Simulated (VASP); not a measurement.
# AlN: energy against strain

AlN (zinc blende, F-43m, 10.486 Å³/atom at rest, cube axes along x, y and z) under an equal strain ε along x and y, with z held. PBEsol in VASP (plane waves, PAW), 600 eV, 12×12×12 Γ-centred mesh, Gaussian smearing 0.05 eV; ions are relaxed within the symmetry of each cell.

Here s stands for strain and y for E less E0.

```
strain (%)  E less E0 (meV/atom)
----------  --------------------
-3.00                          ?
-1.50                       6.95
-1.00                       3.10
-0.50                       0.80
0.00                        0.00
0.50                        0.67
1.00                        2.75
1.50                        6.22
```

Question: Fit y against s with a parabola, and predict the withheld value at s = -3.00.

Answer: Least squares gives y = 0.001 - 0.2157·s + 2.9257·s². Residuals (row less fit): 0.043, -0.042, -0.040, -0.001, 0.045, 0.039, -0.040; standard error 0.051 (degrees of freedom: 4). Twice the quadratic coefficient over the volume, 2 × 2.9257 meV × 10⁴ × 0.1602 / 10.486 Å³, is the elastic constants 2(C11 + C12) = 894 ± 7 GPa. At the withheld row, y = 0.001 - 0.2157 × (-3.0) + 2.9257 × (-3.0)² = 26.979 meV/atom. The calculation gives 28.34 meV/atom, 1.361 meV/atom above the prediction (4.8 % of the range of y in the table). The row lies outside the fitted rows, so this is an extrapolation. From the scatter of the fitted rows alone, a prediction at this place has a standard error of 0.195 meV/atom, so the miss is 7.0 times that.

One order more, fitted to all 13 runs of the series, follows each within 0.01, so the miss is the next term of a smooth law. AlN is here a metastable form; wurtzite is the usual one. Rows are the converged runs of the series near zero and its far end; series whose fitted rows scatter by over a few per cent of the range, as at a crossing or softening among them, aren't shown in this form. Most that stay on the fit to the last digits aren't either.
